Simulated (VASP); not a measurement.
Computed with PBEsol GGA, VASP's PBE PAW potentials (set 64) (plane waves; VASP).

VASP ran on this input.

POSCAR:
```
PbO
1
    3.5152188609     0.0000000000     0.0000000000
   -1.7576094305     3.0442691149    -0.0000000000
   -0.0000000000     0.0000000000     6.3341841554
Pb O
2 2
Direct
  0.0000000000   0.0000000000   0.0000000000
  0.0000000000   0.0000000000   0.5000000000
  0.3333330000   0.6666670000   0.2500000000
  0.6666670000   0.3333330000   0.7500000000
```

**INCAR**
```
SYSTEM = PbO
PREC = Accurate
ENCUT = 520
EDIFF = 1E-6
NELM = 100
ALGO = Normal
LREAL = .FALSE.
LASPH = .TRUE.
ISMEAR = 1
SIGMA = 0.1
GGA = PS
LMAXMIX = 4
LWAVE = .FALSE.
LCHARG = .FALSE.
IBRION = 2
ISIF = 3
NSW = 60
EDIFFG = -0.02
```

### KPOINTS
```
Automatic mesh
0
Gamma
9 9 5
0 0 0
```

POTCAR, in this order: Pb_d O (PBE.64 set). Program: vasp_std.

The resulting files:

### OUTCAR
```
 ion  position               nearest neighbor table
   1  0.000  0.000  0.000-   3 2.57   4 2.57   4 2.57   3 2.57   4 2.57   3 2.57   2 3.17   2 3.17
  LATTYP: Found a hexagonal cell.
 ALAT       =     3.5152188609
 C/A-ratio  =     1.8019316595
 Subroutine PRICEL returns:
 Original cell was already a primitive cell.
 Subroutine GETGRP returns: Found 24 space group operations
The static configuration has the point symmetry D_3d.
 The point group associated with its full space group is D_6h.
The dynamic configuration has the point symmetry D_3d.
 Subroutine INISYM returns: Found 24 space group operations
 Subroutine IBZKPT returns following result:
 Found     36 irreducible k-points:

 Following reciprocal coordinates:
            Coordinates               Weight
  0.000000  0.000000  0.000000      1.000000
  0.111111  0.000000  0.000000      6.000000
  0.222222  0.000000  0.000000      6.000000
  0.333333  0.000000  0.000000      6.000000
  0.444444  0.000000  0.000000      6.000000
  0.111111  0.111111  0.000000      6.000000
  0.222222  0.111111  0.000000     12.000000
  0.333333  0.111111  0.000000     12.000000
  0.444444  0.111111  0.000000      6.000000
  0.222222  0.222222  0.000000      6.000000
  0.333333  0.222222  0.000000     12.000000
  0.333333  0.333333  0.000000      2.000000
  0.000000  0.000000  0.200000      2.000000
  0.111111  0.000000  0.200000     12.000000
  0.222222  0.000000  0.200000     12.000000
  0.333333  0.000000  0.200000     12.000000
  0.444444  0.000000  0.200000     12.000000
  0.111111  0.111111  0.200000     12.000000
  0.222222  0.111111  0.200000     24.000000
  0.333333  0.111111  0.200000     24.000000
  0.444444  0.111111  0.200000     12.000000
  0.222222  0.222222  0.200000     12.000000
  0.333333  0.222222  0.200000     24.000000
...
```

OSZICAR:
```
       N       E                     dE             d eps       ncg     rms          rms(c)
DAV:   1     0.462556541792E+03    0.46256E+03   -0.20627E+04  1736   0.206E+03
DAV:   2     0.288438926161E+02   -0.43371E+03   -0.42565E+03  1912   0.510E+02
DAV:   3    -0.236148925234E+02   -0.52459E+02   -0.50569E+02  2256   0.192E+02
DAV:   4    -0.254743956018E+02   -0.18595E+01   -0.18572E+01  1936   0.393E+01
DAV:   5    -0.255401981153E+02   -0.65803E-01   -0.65795E-01  2464   0.710E+00    0.110E+01
DAV:   6    -0.222010113430E+02    0.33392E+01   -0.28771E+01  2648   0.383E+01    0.610E+00
DAV:   7    -0.218494885399E+02    0.35152E+00   -0.35333E+00  2248   0.148E+01    0.234E+00
DAV:   8    -0.218686153618E+02   -0.19127E-01   -0.10851E+00  1848   0.747E+00    0.205E+00
DAV:   9    -0.218121938861E+02    0.56421E-01   -0.24112E-01  2312   0.391E+00    0.276E-01
DAV:  10    -0.218142867568E+02   -0.20929E-02   -0.22065E-02  2048   0.887E-01    0.612E-02
DAV:  11    -0.218143930244E+02   -0.10627E-03   -0.59598E-04  2568   0.243E-01    0.532E-02
DAV:  12    -0.218143864609E+02    0.65634E-05   -0.57661E-05  2336   0.746E-02    0.254E-02
DAV:  13    -0.218143736705E+02    0.12790E-04   -0.77295E-05  2712   0.912E-02    0.405E-03
DAV:  14    -0.218143737504E+02   -0.79852E-07   -0.64905E-06  2256   0.213E-02
   1 F= -.21814374E+02 E0= -.21814447E+02  d E =-.218144E+02
       N       E                     dE             d eps       ncg     rms          rms(c)
DAV:   1    -0.228415427319E+02   -0.10272E+01   -0.33426E+01  2032   0.985E+01    0.624E+00
DAV:   2    -0.219924696890E+02    0.84907E+00   -0.37332E+00  1792   0.214E+01    0.206E+00
DAV:   3    -0.218491104585E+02    0.14336E+00   -0.59332E-01  2296   0.142E+01    0.975E-01
DAV:   4    -0.218267004392E+02    0.22410E-01   -0.15678E-01  2144   0.562E+00    0.207E-01
DAV:   5    -0.218270355261E+02   -0.33509E-03   -0.11919E-02  2472   0.135E+00    0.913E-02
DAV:   6    -0.218268625887E+02    0.17294E-03   -0.22155E-03  2800   0.746E-01    0.335E-02
DAV:   7    -0.218268649975E+02   -0.24088E-05   -0.25817E-04  2616   0.149E-01    0.137E-02
DAV:   8    -0.218268620581E+02    0.29394E-05   -0.32615E-05  2592   0.764E-02    0.204E-03
DAV:   9    -0.218268621764E+02   -0.11835E-06   -0.35584E-06  1760   0.146E-02
   2 F= -.21826862E+02 E0= -.21826675E+02  d E =-.124884E-01
       N       E                     dE             d eps       ncg     rms          rms(c)
DAV:   1    -0.220009959843E+02   -0.17413E+00   -0.51322E+00  2024   0.366E+01    0.252E+00
DAV:   2    -0.218601882337E+02    0.14081E+00   -0.58841E-01  1984   0.874E+00    0.797E-01
DAV:   3    -0.218389987367E+02    0.21189E-01   -0.88246E-02  2328   0.511E+00    0.379E-01
DAV:   4    -0.218359522186E+02    0.30465E-02   -0.22149E-02  2416   0.191E+00    0.743E-02
DAV:   5    -0.218360729233E+02   -0.12070E-03   -0.16234E-03  2376   0.451E-01    0.317E-02
DAV:   6    -0.218360659561E+02    0.69673E-05   -0.27209E-04  2624   0.273E-01    0.125E-02
DAV:   7    -0.218360692754E+02   -0.33193E-05   -0.22980E-05  1976   0.426E-02    0.243E-03
DAV:   8    -0.218360695852E+02   -0.30982E-06   -0.63519E-07  1200   0.900E-03
   3 F= -.21836070E+02 E0= -.21835995E+02  d E =-.216958E-01
```

File OUTCAR:
```
------------------------ aborting loop because EDIFF is reached ----------------------------------------
  FORCE on cell =-STRESS in cart. coord.  units (eV):
  Direction    XX          YY          ZZ          XY          YZ          ZX
  --------------------------------------------------------------------------------------
  Total       -0.0522007     -0.0522007      0.0599321      0.0000000      0.0000000     -0.0000000
  in kB       -1.1976854     -1.1976856      1.3750743      0.0000000      0.0000000     -0.0000000
  external PRESSURE =      -0.3400989 kB  Pullay stress =       0.0000000 kB
  volume of cell :       69.83
      direct lattice vectors                 reciprocal lattice vectors
     3.543549601 -0.000000000  0.000000000     0.282202907  0.162929909  0.000000000
    -1.771774800  3.068804262 -0.000000000     0.000000000  0.325859819  0.000000000
    -0.000000000  0.000000000  6.421497393    -0.000000000 -0.000000000  0.155726918
 POSITION                                       TOTAL-FORCE (eV/Angst)
 -----------------------------------------------------------------------------------
     -1.77177      3.06880     -0.00000         0.000000      0.000000     -0.000000
     -0.00000      0.00000      3.21075         0.000000      0.000000     -0.000000
     -0.00000      2.04587      1.60537         0.000000     -0.000000      0.000000
      1.77178      1.02293      4.81612        -0.000000      0.000000      0.000000
 -----------------------------------------------------------------------------------
    total drift:                               -0.000000      0.000000      0.000000
  FREE ENERGIE OF THE ION-ELECTRON SYSTEM (eV)
  ---------------------------------------------------
  free  energy   TOTEN  =       -21.8360695852 eV

  energy  without entropy=      -21.8358449835  energy(sigma->0) =      -21.83599472

 reached required accuracy - stopping structural energy minimisation
```
(Selected blocks of OUTCAR.)

**CONTCAR**
```
PbO
   1.00000000000000
     3.5435496005111906   -0.0000000000004653    0.0000000000000000
    -1.7717748003064013    3.0688042619176956   -0.0000000000000000
    -0.0000000000000000    0.0000000000000000    6.4214973932917170
  Pb              O
     2     2
Direct
     0.0000000000000000    1.0000000000000000    0.0000000000000000
     0.0000000000000000    0.0000000000000000    0.5000000000000000
     0.3333330000000032    0.6666669999999968    0.2500000000000000
     0.6666669999999968    0.3333330000000032    0.7500000000000000
```

Energy and stress use the plane-wave basis of the starting cell.

The structure was generated: PbO was put into the NiAs type type (P6_3/mmc), which need not be its known phase. This run relaxes it. Symmetry was kept, so distortions that lower it aren't found. The start is the result of an earlier pass.
